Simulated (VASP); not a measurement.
Level of theory: AM05 GGA, VASP's PBE PAW potentials (set 64) (plane waves; VASP 6.6.1).

The input files of a VASP run:

**KPOINTS**
```
Automatic mesh
0
Gamma
9 9 9
0 0 0
```

### INCAR
```
LMAXMIX  =  6   ! l cut-off of mixed one-centre charges
NELM  =  100   ! most electronic steps
EDIFF  =  1E-7
PREC  =  Accurate
SYSTEM  =  AuAl2
ALGO  =  Normal
ENCUT  =  520   ! plane-wave cut-off (eV)
ISMEAR  =  1
SIGMA  =  0.1
ISIF  =  2   ! forces and stress, cell fixed
LCHARG  =  F
GGA  =  AM   ! AM05
LREAL  =  F
LWAVE  =  F
LASPH  =  T   ! aspherical one-centre terms
```

### POSCAR
```
AuAl2
4.2789990
  0.0000000000   0.7071068061   0.7071068061
  0.7071068061   0.0000000000   0.7071068061
  0.7071068061   0.7071068061   0.0000000000
Al Au
2 1
Cartesian
  0.3535534031   0.3535534031   0.3535534031
  1.0606602092   1.0606602092   1.0606602092
  0.0000000000   0.0000000000   0.0000000000
```

POTCAR, in this order: Al Au (PBE.64 set). Program: vasp_std.

Output

OSZICAR:
```
       N       E                     dE             d eps       ncg     rms          rms(c)
DAV:   1     0.635085063228E+02    0.63509E+02   -0.69276E+03   840   0.116E+03
DAV:   2    -0.118223029327E+02   -0.75331E+02   -0.68536E+02   944   0.206E+02
DAV:   3    -0.141070055056E+02   -0.22847E+01   -0.22521E+01  1060   0.349E+01
DAV:   4    -0.141280880506E+02   -0.21083E-01   -0.21074E-01  1004   0.381E+00
DAV:   5    -0.141283758937E+02   -0.28784E-03   -0.28784E-03  1060   0.484E-01    0.887E+00
DAV:   6    -0.129613395594E+02    0.11670E+01   -0.64205E+00   952   0.283E+01    0.407E+00
DAV:   7    -0.128763566695E+02    0.84983E-01   -0.29549E-01   892   0.651E+00    0.184E+00
DAV:   8    -0.128425819653E+02    0.33775E-01   -0.31670E-02  1000   0.133E+00    0.400E-01
DAV:   9    -0.128412205944E+02    0.13614E-02   -0.38807E-03   924   0.731E-01    0.188E-01
DAV:  10    -0.128414135880E+02   -0.19299E-03   -0.33788E-04   916   0.143E-01    0.374E-02
DAV:  11    -0.128414142113E+02   -0.62332E-06   -0.11331E-05  1016   0.275E-02    0.139E-02
DAV:  12    -0.128414206897E+02   -0.64784E-05   -0.14368E-05   884   0.249E-02    0.423E-03
DAV:  13    -0.128414206764E+02    0.13307E-07   -0.13692E-07   780   0.352E-03
   1 F= -.12841421E+02 E0= -.12840967E+02  d E =-.136236E-02
```

### OUTCAR
```
------------------------ aborting loop because EDIFF is reached ----------------------------------------
  FORCE on cell =-STRESS in cart. coord.  units (eV):
  Direction    XX          YY          ZZ          XY          YZ          ZX
  --------------------------------------------------------------------------------------
  Total       -1.0488573     -1.0488573     -1.0488573      0.0000000      0.0000000     -0.0000000
  in kB      -30.3330020    -30.3330020    -30.3330020      0.0000000      0.0000000     -0.0000000
  external PRESSURE =     -30.3330020 kB  Pullay stress =       0.0000000 kB
  volume of cell :       55.40
      direct lattice vectors                 reciprocal lattice vectors
     0.000000000  3.025709316  3.025709316    -0.165250507  0.165250507  0.165250507
     3.025709316  0.000000000  3.025709316     0.165250507 -0.165250507  0.165250507
     3.025709316  3.025709316  0.000000000     0.165250507  0.165250507 -0.165250507
 POSITION                                       TOTAL-FORCE (eV/Angst)
 -----------------------------------------------------------------------------------
      1.51285      1.51285      1.51285        -0.000000      0.000000     -0.000000
      4.53856      4.53856      4.53856         0.000000     -0.000000      0.000000
      0.00000      0.00000      0.00000        -0.000000     -0.000000      0.000000
 -----------------------------------------------------------------------------------
    total drift:                                0.000000     -0.000000      0.000000
  FREE ENERGIE OF THE ION-ELECTRON SYSTEM (eV)
  ---------------------------------------------------
  free  energy   TOTEN  =       -12.8414206764 eV

  energy  without entropy=      -12.8400583120  energy(sigma->0) =      -12.84096655
```
(Selected blocks of OUTCAR.)

The compound is AuAl2 in the fluorite structure. This cell is one point of a volume scan, at 1.03 of the reference volume. The electron count is odd and the run is not spin-polarised, which forces a metal.
